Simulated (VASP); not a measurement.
## SnO2 (space group Pa-3): computed properties

Computed with r2SCAN meta-GGA, VASP's PBE PAW potentials (set 64) (plane waves; VASP 6.6.1).

| Item | Result |
|---|---|
| space group | Pa-3 (205) |
| cell | a = b = c = 5.1088 Å, α = β = γ = 90.00° |
| volume per atom | 11.11 Å³/atom |
| band gap (over mesh and band path) | 1.58 eV |
| smallest direct gap (over mesh and band path) | 1.65 eV |
| band-edge character | indirect, X-M at 0.29 to Γ |
| density | 7.51 g/cm³ |

```
SnO2
1.0
    5.10878     0.00000     0.00000
    0.00000     5.10878     0.00000
    0.00000     0.00000     5.10878
Sn O
4 8
Direct
  0.00000   0.50000   0.50000
  0.50000   0.50000   0.00000
  0.50000   0.00000   0.50000
  0.00000   0.00000   0.00000
  0.33948   0.16052   0.83948
  0.66052   0.83948   0.16052
  0.16052   0.83948   0.33948
  0.83948   0.16052   0.66052
  0.83948   0.33948   0.16052
  0.16052   0.66052   0.83948
  0.66052   0.66052   0.66052
  0.33948   0.33948   0.33948
```

Unless said otherwise, spin-orbit coupling is left out, though it shifts the bands of the heavy elements here.

The structure comes from a computed database's SnO2 entry (Pa-3); how it stands against other phases isn't given here. It was relaxed first. Symmetry was kept, so distortions that lower it aren't found.
